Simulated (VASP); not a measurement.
ZnSe (zinc blende): the LDA gap over mesh and path against the volume, with the cell scaled uniformly; LDA's own equilibrium is at 21.630 Å³/atom. VASP (PAW), 400 eV cut-off, 9×9×9 Γ-centred mesh, Gaussian smearing of 0.050 eV, potentials Zn Se.  Fit the value as a straight line in ln V.

| V (Å³/atom) | LDA gap over mesh and path (eV) |
|---|---|
| 19.034 | 1.844 |
| 19.683 | 1.690 |
| 20.332 | 1.545 |
| 20.981 | 1.408 |
| 21.63 | 1.278 |
| 22.279 | 1.154 |

Problem. Fit the rows as the text says and predict the value at 22.928.

Solution. The slope against ln V is -4.38 eV, the volume deformation potential of this gap. The line misses the rows by up to 0.005 and gives 1.023 at 22.928. The run gave 1.038, +0.015 from the line.

Left out are failed runs and those whose mesh is unfit for this quantity.

The compound is ZnSe in the zinc blende structure.
